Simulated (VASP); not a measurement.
Input:

```
CELL_PARAMETERS angstrom
      1.38560    -2.39993     0.00000
      1.38560     2.39993     0.00000
      0.00000     0.00000     4.49000
ATOMIC_POSITIONS crystal
  Re 0.33333 0.66667 0.25000
  Re 0.66667 0.33333 0.75000
```

Method: PBE GGA, VASP's PBE PAW potentials (set 64) (plane waves; VASP). Run with 500 eV cut-off, 15×15×8 Γ-centred mesh, first-order Methfessel-Paxton smearing of 0.10 eV, potentials Re.

Unless said otherwise, spin-orbit coupling is left out, though it shifts the bands of the heavy elements here.

Estimate the energy per atom (σ→0), band gap (on the k-mesh) with the smallest direct gap where there is one.

| Property | Result |
|---|---|
| band gap (on the k-mesh) | none (metal, semimetal or under 0.01 eV) |
| energy per atom (σ→0) | -12.427 eV/atom |

The absolute energy has meaning only against runs of the same code, potentials and settings.

The compound is Re in the hcp structure. It was relaxed first.
